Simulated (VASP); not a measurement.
Method: PBE GGA + U (Dudarev), VASP's PBE PAW potentials (set 64) (plane waves; VASP).

The input files of a VASP run:

### POSCAR
```
Ni3Si
3.5050560
  1.0000000000   0.0000000000   0.0000000000
  0.0000000000   1.0256500895   0.0000000000
  0.0000000000   0.0000000000   1.0287698684
Si Ni
1 3
direct
  0.0000000000   0.0000000000   0.0000000000
  0.0000000000   0.5000000000   0.5000000000
  0.5000000000   0.0000000000   0.5000000000
  0.5235490000   0.5000000000   0.0000000000
```

**INCAR**
```
! general
SYSTEM    = Ni3Si
PREC      = Accurate
ENCUT     = 400
LREAL     = .False.   ! projection in real space or not
LASPH     = .True.

! electronic loop
EDIFF     = 1E-6
NELM      = 100   ! most electronic steps
ALGO      = Normal   ! blocked Davidson
LMAXMIX   = 4   ! l cut-off of mixed one-centre charges

! smearing
ISMEAR    = 1
SIGMA     = 0.1   ! width (eV)

! functional
GGA       = PE   ! PBE

! DFT+U
LDAU      = .True.
LDAUTYPE  = 2
LDAUL     = -1 2
LDAUU     = 0 3.0
LDAUJ     = 0 0
LDAUPRINT = 1

! ions
ISIF      = 2   ! forces and stress, cell fixed

! output
LWAVE     = .False.
LCHARG    = .False.
LORBIT    = 10
```

### KPOINTS
```
Automatic mesh
0
Gamma
8 8 8
0 0 0
```

POTCAR, in this order: Si Ni (PBE.64 set). Program: vasp_std.

The run wrote:

### OSZICAR
```
       N       E                     dE             d eps       ncg     rms          rms(c)
DAV:   1     0.182030456121E+03    0.18203E+03   -0.13468E+04  5258   0.178E+03
DAV:   2    -0.103518086420E+02   -0.19238E+03   -0.18562E+03  5260   0.334E+02
DAV:   3    -0.199130794700E+02   -0.95613E+01   -0.92207E+01  5723   0.102E+02
DAV:   4    -0.201004747119E+02   -0.18740E+00   -0.18663E+00  6076   0.125E+01
DAV:   5    -0.201068070924E+02   -0.63324E-02   -0.63297E-02  6127   0.218E+00    0.162E+01
DAV:   6    -0.203270647325E+02   -0.22026E+00   -0.35509E+01  5843   0.985E+01    0.138E+01
DAV:   7    -0.178447933594E+02    0.24823E+01   -0.10896E+01  5783   0.562E+01    0.356E+00
DAV:   8    -0.178632543182E+02   -0.18461E-01   -0.64174E-01  7288   0.157E+01    0.267E+00
DAV:   9    -0.178204243843E+02    0.42830E-01   -0.18755E-01  6550   0.165E+01    0.118E+00
DAV:  10    -0.178123563739E+02    0.80680E-02   -0.30672E-02  6882   0.478E+00    0.485E-01
DAV:  11    -0.178126754906E+02   -0.31912E-03   -0.63970E-03  7822   0.216E+00    0.440E-01
DAV:  12    -0.178115998694E+02    0.10756E-02   -0.32345E-03  7552   0.196E+00    0.105E-01
DAV:  13    -0.178116543448E+02   -0.54475E-04   -0.58957E-04  6178   0.359E-01    0.386E-02
DAV:  14    -0.178116435220E+02    0.10823E-04   -0.53161E-05  6394   0.123E-01    0.131E-02
DAV:  15    -0.178116426529E+02    0.86910E-06   -0.82823E-06  5801   0.599E-02
   1 F= -.17811643E+02 E0= -.17811984E+02  d E =0.102289E-02
```

**OUTCAR**
```
------------------------ aborting loop because EDIFF is reached ----------------------------------------
  FORCE on cell =-STRESS in cart. coord.  units (eV):
  Direction    XX          YY          ZZ          XY          YZ          ZX
  --------------------------------------------------------------------------------------
  Total       -3.9047530     -4.6485826     -4.6897073      0.0000000      0.0000000      0.0000000
  in kB     -137.6898128   -163.9188118   -165.3689538      0.0000000      0.0000000      0.0000000
  external PRESSURE =    -155.6591928 kB  Pullay stress =       0.0000000 kB
  volume of cell :       45.44
      direct lattice vectors                 reciprocal lattice vectors
     3.505056000  0.000000000  0.000000000     0.285302146  0.000000000  0.000000000
     0.000000000  3.594961000  0.000000000     0.000000000  0.278167134  0.000000000
     0.000000000  0.000000000  3.605896000     0.000000000  0.000000000  0.277323583
 POSITION                                       TOTAL-FORCE (eV/Angst)
 -----------------------------------------------------------------------------------
      0.00000      0.00000      0.00000         0.126321      0.000000      0.000000
      0.00000      1.79748      1.80295         0.381817      0.000000      0.000000
      1.75253      0.00000      1.80295        -0.034653      0.000000      0.000000
      1.83507      1.79748      0.00000        -0.473485      0.000000      0.000000
 -----------------------------------------------------------------------------------
    total drift:                                0.000009     -0.000000      0.000011
  FREE ENERGIE OF THE ION-ELECTRON SYSTEM (eV)
  ---------------------------------------------------
  free  energy   TOTEN  =       -17.8116426529 eV

  energy  without entropy=      -17.8126655458  energy(sigma->0) =      -17.81198362

 total charge

# of ion       s       p       d       tot
------------------------------------------
    1        0.739   0.770   0.000   1.509
    2        0.445   0.477   8.525   9.447
    3        0.447   0.479   8.529   9.455
    4        0.449   0.482   8.532   9.463
--------------------------------------------------
tot          2.080   2.208  25.585  29.874
```
(Selected blocks of OUTCAR.)

**OUTCAR**
```
 val. band max:        9.4071111923   @ k =   0.3750   0.5000   0.3750

 cond. band min:       9.4182942306   @ k =   0.5000   0.3750   0.5000


 Fermi energy:         9.4122682410

 k-point     1 :       0.0000    0.0000    0.0000
  band No.  band energies     occupation
      1      -1.7343      2.00000
      2       4.7769      2.00000
      3       5.5794      2.00000
      4       5.6021      2.00000
      5       6.0624      2.00000
      6       6.1050      2.00000
      7       6.1105      2.00000
      8       7.8326      2.00000
      9       7.8772      2.00000
     10       7.9862      2.00000
     11       8.5640      2.00000
     12       8.6796      2.00000
     13       8.7888      2.00000
     14       8.8721      2.00000
     15       8.9262      2.00000
     16       9.3588      1.77684
     17       9.4222      0.83249
     18       9.4787      0.10627
     19       9.4993     -0.01180
     20      13.9080      0.00000
     21      15.5333      0.00000

 k-point     2 :       0.1250    0.0000    0.0000
  band No.  band energies     occupation
      1      -1.5543      2.00000
      2       4.8428      2.00000
      3       5.4090      2.00000
      4       5.7109      2.00000
      5       6.0831      2.00000
      6       6.0898      2.00000
      7       6.1167      2.00000
      8       7.6203      2.00000
      9       7.6419      2.00000
     10       7.9283      2.00000
     11       8.4270      2.00000
     12       8.5699      2.00000
     13       8.7695      2.00000
     14       8.7893      2.00000
     15       8.8118      2.00000
     16       9.0652      2.00001
     17       9.3594      1.77129
     18       9.9011     -0.00000
     19       9.9375     -0.00000
     20      14.2028      0.00000
     21      15.5197      0.00000

 k-point     3 :       0.2500    0.0000    0.0000
  band No.  band energies     occupation
      1      -1.0336      2.00000
      2       4.4077      2.00000
      3       5.2921      2.00000
...
```

The compound is Ni3Si in the L1_2 structure. The cell was not relaxed at this level, atoms are displaced from their ideal sites. The run is one of a series of settings (LDAU = .TRUE., LDAUJ = 0 0, LDAUL = -1 2, LDAUTYPE = 2, LDAUU = 0 3.0 against the base run), some of them coarse on purpose. The run is not spin-polarised, so no magnetic state was tried.
